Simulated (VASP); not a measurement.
All values below come from PBE0 hybrid, VASP's PBE PAW potentials (set 64) (plane waves; VASP 6.6.1).

The input files of a VASP run:

**INCAR**
```
AEXX = 0.25
ALGO = Normal
EDIFF = 1E-6
ENCUT = 300
GGA = PE
HFRCUT = -1
ISIF = 2
ISMEAR = 0
ISYM = 3
LASPH = .TRUE.
LCHARG = .FALSE.
LHFCALC = .TRUE.
LREAL = .FALSE.
LWAVE = .FALSE.
NELM = 100
PREC = Accurate
PRECFOCK = Fast
SIGMA = 0.01
SYSTEM = MgH2
```

### POSCAR
```
MgH2
4.476690
  1.0000000000   0.0000000000   0.0000000000
  0.0000000000   1.0000000000   0.0000000000
  0.0000000000   0.0000000000   0.6684715716
Mg H
2 4
Direct
  0.5041120000   0.4885650000   0.4774460000
  0.0117420000   0.0133140000   0.0046840000
  0.6859050000   0.6823980000  -0.0028430000
  0.2954450000   0.3119490000   0.0138500000
  0.8052410000   0.2024920000   0.4945840000
  0.1975550000   0.8012820000   0.5122790000
```

### KPOINTS
```
Automatic mesh
0
gamma
 4 4 6
```

POTCAR, in this order: Mg H (PBE.64 set). Program: vasp_std.

The run wrote:

**OUTCAR**
```
 ion  position               nearest neighbor table
   1  0.504  0.489  0.477-   4 1.85   5 1.86   3 1.87   3 1.96   6 1.96   4 2.02   2 3.37   2 3.42
                             2 3.45   2 3.49   2 3.52   2 3.56   2 3.59   2 3.63
   2  0.012  0.013  0.005-   4 1.84   5 1.93   6 1.94   6 1.97   5 1.98   3 2.08   1 3.37   1 3.42
                             1 3.45   1 3.49   1 3.52   1 3.56   1 3.59   1 3.63
   3  0.686  0.682  0.997-   1 1.87   1 1.96   2 2.08
   4  0.295  0.312  0.014-   2 1.84   1 1.85   1 2.02
   5  0.805  0.202  0.495-   1 1.86   2 1.93   2 1.98
   6  0.198  0.801  0.512-   2 1.94   1 1.96   2 1.97
  LATTYP: Found a simple tetragonal cell.
 ALAT       =     4.4766900000
 C/A-ratio  =     0.6684715716
 Subroutine PRICEL returns:
 Original cell was already a primitive cell.
 Subroutine GETGRP returns: Found  1 space group operations
The static configuration has the point symmetry C_1 .
The dynamic configuration has the point symmetry C_1 .
 Subroutine INISYM returns: Found  1 space group operations
 Subroutine IBZKPT returns following result:
 Found     52 irreducible k-points:

 Following reciprocal coordinates:
            Coordinates               Weight
  0.000000  0.000000  0.000000      1.000000
  0.250000  0.000000  0.000000      2.000000
  0.000000  0.250000  0.000000      2.000000
  0.500000  0.000000  0.000000      1.000000
  0.000000  0.500000  0.000000      1.000000
  0.250000  0.250000  0.000000      2.000000
 -0.250000  0.250000  0.000000      2.000000
  0.500000  0.250000  0.000000      2.000000
 -0.250000  0.500000  0.000000      2.000000
  0.500000  0.500000  0.000000      1.000000
  0.000000  0.000000  0.166667      2.000000
  0.250000  0.000000  0.166667      2.000000
  0.000000  0.250000  0.166667      2.000000
 -0.250000  0.000000  0.166667      2.000000
  0.000000 -0.250000  0.166667      2.000000
  0.500000  0.000000  0.166667      2.000000
  0.000000  0.500000  0.166667      2.000000
  0.250000  0.250000  0.166667      2.000000
 -0.250000  0.250000  0.166667      2.000000
 -0.250000 -0.250000  0.166667      2.000000
  0.250000 -0.250000  0.166667      2.000000
  0.500000  0.250000  0.166667      2.000000
 -0.250000  0.500000  0.166667      2.000000
  0.500000 -0.250000  0.166667      2.000000
  0.250000  0.500000  0.166667      2.000000
  0.500000  0.500000  0.166667      2.000000
  0.000000  0.000000  0.333333      2.000000
  0.250000  0.000000  0.333333      2.000000
  0.000000  0.250000  0.333333      2.000000
 -0.250000  0.000000  0.333333      2.000000
  0.000000 -0.250000  0.333333      2.000000
  0.500000  0.000000  0.333333      2.000000
  0.000000  0.500000  0.333333      2.000000
  0.250000  0.250000  0.333333      2.000000
 -0.250000  0.250000  0.333333      2.000000
 -0.250000 -0.250000  0.333333      2.000000
  0.250000 -0.250000  0.333333      2.000000
  0.500000  0.250000  0.333333      2.000000
 -0.250000  0.500000  0.333333      2.000000
  0.500000 -0.250000  0.333333      2.000000
 Subroutine IBZKPT_HF returns following result:
   k-points           NKPTS =     52   k-points in BZ     NKDIM =     96   number of bands    NBANDS=      8
   number of dos      NEDOS =    301   number of ions     NIONS =      6
   total plane-waves  NPLWV =  14112
   dimension x,y,z NGX =    28 NGY =   28 NGZ =   18
   dimension x,y,z NGXF=    56 NGYF=   56 NGZF=   36
   ions per type =               2   4
   PREC   = accura    normal or accurate (medium, high low for compatibility)
   ISTART =      0    job   : 0-new  1-cont  2-samecut
   ICHARG =      2    charge: 1-file 2-atom 10-const
   ISPIN  =      1    spin polarized calculation?
   LNONCOLLINEAR =      F non collinear calculations
...
```

### OSZICAR
```
       N       E                     dE             d eps       ncg     rms          rms(c)
DAV:   1    -0.219710699934E+03   -0.21971E+03   -0.24526E+03   840   0.481E+02
DAV:   2    -0.233737927053E+03   -0.14027E+02   -0.13283E+02  1112   0.691E+01
DAV:   3    -0.234132955011E+03   -0.39503E+00   -0.39503E+00  1096   0.156E+01
DAV:   4    -0.234133816544E+03   -0.86153E-03   -0.86154E-03  1120   0.714E-01
DAV:   5    -0.223581842572E+02    0.21178E+03   -0.19843E+00   904   0.104E+01    0.690E+00
DAV:   6    -0.210200823960E+02    0.13381E+01   -0.59538E-01   920   0.497E+00    0.379E+00
DAV:   7    -0.206519456895E+02    0.36814E+00   -0.57814E-01   920   0.485E+00    0.184E+00
DAV:   8    -0.205909553296E+02    0.60990E-01   -0.20757E-01   992   0.292E+00    0.893E-01
DAV:   9    -0.205850438112E+02    0.59115E-02   -0.51077E-02   984   0.147E+00    0.478E-01
DAV:  10    -0.205855386363E+02   -0.49483E-03   -0.10126E-02   976   0.669E-01    0.288E-01
DAV:  11    -0.205861216259E+02   -0.58299E-03   -0.18133E-03  1032   0.299E-01    0.183E-01
DAV:  12    -0.205864169734E+02   -0.29535E-03   -0.33091E-04  1048   0.139E-01    0.117E-01
DAV:  13    -0.205865520383E+02   -0.13506E-03   -0.73189E-05  1032   0.716E-02    0.748E-02
DAV:  14    -0.205866127782E+02   -0.60740E-04   -0.22071E-05  1008   0.415E-02    0.475E-02
DAV:  15    -0.205866400226E+02   -0.27244E-04   -0.83754E-06  1000   0.260E-02    0.301E-02
DAV:  16    -0.205866522428E+02   -0.12220E-04   -0.34944E-06   992   0.168E-02    0.190E-02
DAV:  17    -0.205866577317E+02   -0.54889E-05   -0.14980E-06   960   0.111E-02    0.120E-02
DAV:  18    -0.205866602029E+02   -0.24712E-05   -0.62683E-07   616   0.729E-03    0.760E-03
DAV:  19    -0.205866613227E+02   -0.11198E-05   -0.31655E-07   560   0.543E-03    0.484E-03
DAV:  20    -0.205866618361E+02   -0.51341E-06   -0.12499E-07   560   0.343E-03
   1 F= -.20586662E+02 E0= -.20586662E+02  d E =-.147885E-12
```

### OUTCAR
```
------------------------ aborting loop because EDIFF is reached ----------------------------------------
  FORCE on cell =-STRESS in cart. coord.  units (eV):
  Direction    XX          YY          ZZ          XY          YZ          ZX
  --------------------------------------------------------------------------------------
  Total       -0.2219049     -0.3224350     -0.2683288      0.1040531      0.0705495      0.0085183
  in kB       -5.9282098     -8.6138796     -7.1684270      2.7797864      1.8847372      0.2275683
  external PRESSURE =      -7.2368388 kB  Pullay stress =       0.0000000 kB
  volume of cell :       59.97
      direct lattice vectors                 reciprocal lattice vectors
     4.476690000  0.000000000  0.000000000     0.223379327  0.000000000  0.000000000
     0.000000000  4.476690000  0.000000000     0.000000000  0.223379327  0.000000000
     0.000000000  0.000000000  2.992540000     0.000000000  0.000000000  0.334164289
 POSITION                                       TOTAL-FORCE (eV/Angst)
 -----------------------------------------------------------------------------------
      2.25675      2.18715      1.42878        -0.124018      0.397651      0.519347
      0.05257      0.05960      0.01402        -0.333328     -0.539098     -0.023317
      3.07058      3.05488      2.98403         0.360868      0.370845     -0.154907
      1.32262      1.39650      0.04145         0.024832     -0.093991     -0.346402
      3.60481      0.90649      1.48006         0.065143     -0.179803      0.118999
      0.88439      3.58709      1.53302         0.006503      0.044396     -0.113719
 -----------------------------------------------------------------------------------
    total drift:                               -0.015045     -0.036161     -0.034341
  FREE ENERGIE OF THE ION-ELECTRON SYSTEM (eV)
  ---------------------------------------------------
  free  energy   TOTEN  =       -20.5866618361 eV

  energy  without entropy=      -20.5866618361  energy(sigma->0) =      -20.58666184

  exchange ACFDT corr.  =         0.00000000  see jH, gK, PRB 81, 115126
```
(Selected blocks of OUTCAR.)

**OUTCAR**
```
 val. band max:       -1.6257585857   @ k =   0.0000  -0.2500   0.1667

 cond. band min:       3.9680641963   @ k =   0.5000   0.5000   0.5000


 Fermi energy:        -1.5804886900

 k-point     1 :       0.0000    0.0000    0.0000
  band No.  band energies     occupation
      1      -8.9009      2.00000
      2      -3.3228      2.00000
      3      -3.2147      2.00000
      4      -2.0797      2.00000
      5       4.8032      0.00000
      6       5.4500      0.00000
      7       9.6050      0.00000
      8       9.7692      0.00000

 k-point     2 :       0.2500    0.0000    0.0000
  band No.  band energies     occupation
      1      -8.4304      2.00000
      2      -4.9945      2.00000
      3      -2.9401      2.00000
      4      -1.6738      2.00000
      5       4.9785      0.00000
      6       6.7322      0.00000
      7       7.5117      0.00000
      8      10.7736      0.00000

 k-point     3 :       0.0000    0.2500    0.0000
  band No.  band energies     occupation
      1      -8.4334      2.00000
      2      -4.9663      2.00000
      3      -3.0025      2.00000
      4      -1.6362      2.00000
      5       4.9460      0.00000
      6       6.7632      0.00000
      7       7.5676      0.00000
      8      10.6888      0.00000

 k-point     4 :       0.5000    0.0000    0.0000
  band No.  band energies     occupation
      1      -7.1396      2.00000
      2      -6.9912      2.00000
      3      -2.2758      2.00000
      4      -2.1012      2.00000
      5       5.5410      0.00000
      6       5.6088      0.00000
      7      10.5647      0.00000
      8      10.7120      0.00000

 k-point     5 :       0.0000    0.5000    0.0000
  band No.  band energies     occupation
      1      -7.2647      2.00000
      2      -6.8463      2.00000
      3      -2.4413      2.00000
      4      -1.9658      2.00000
      5       5.5209      0.00000
      6       5.6682      0.00000
      7      10.4653      0.00000
...
```

At this cut-off the stress carries a Pulay error, which pulls relaxed volumes low.

The structure comes from a computed database's MgH2 entry; how it stands against other phases isn't given here. The cell was not relaxed at this level, atoms are displaced from their ideal sites. The run is one of a series of settings (KPOINTS 4×4×6 Γ-centred mesh against the base run), some of them coarse on purpose.
